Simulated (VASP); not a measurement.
```xyz
3
Lattice="0.0000 2.8272 2.8272 2.8272 0.0000 2.8272 2.8272 2.8272 0.0000" Properties=species:S:1:pos:R:3 pbc="T T T"
Li     1.4136     1.4136     1.4136
Li     4.2408     4.2408     4.2408
S      0.0000     0.0000     0.0000
```

Level of theory: vdW-DF2, VASP's PBE PAW potentials (set 64) (plane waves; VASP). Settings: 520 eV cut-off, 6×6×6 Γ-centred mesh, Gaussian smearing of 0.050 eV, potentials Li_sv S.

Energy and stress use the plane-wave basis of the starting cell.

Task: The ions, cell shape and volume are relaxed. Predict the relaxed structure.

Result: 
```xyz
3
Lattice="0.0000 2.8764 2.8764 2.8764 0.0000 2.8764 2.8764 2.8764 0.0000" Properties=species:S:1:pos:R:3 pbc="T T T"
Li     1.4382     1.4382     1.4382
Li     4.3145     4.3145     4.3145
S      0.0000     0.0000     0.0000
```
Space group Fm-3m (225), at a tolerance of 0.03 Å.

Task: How do energy and volume change from the first to the last step?

Result: The energy (σ→0) changes by -5.3 meV/atom and the volume by +5.3 %, in 3 ionic steps.

The compound is Li2S in the antifluorite structure. This run relaxes it. Symmetry was kept, so distortions that lower it aren't found.
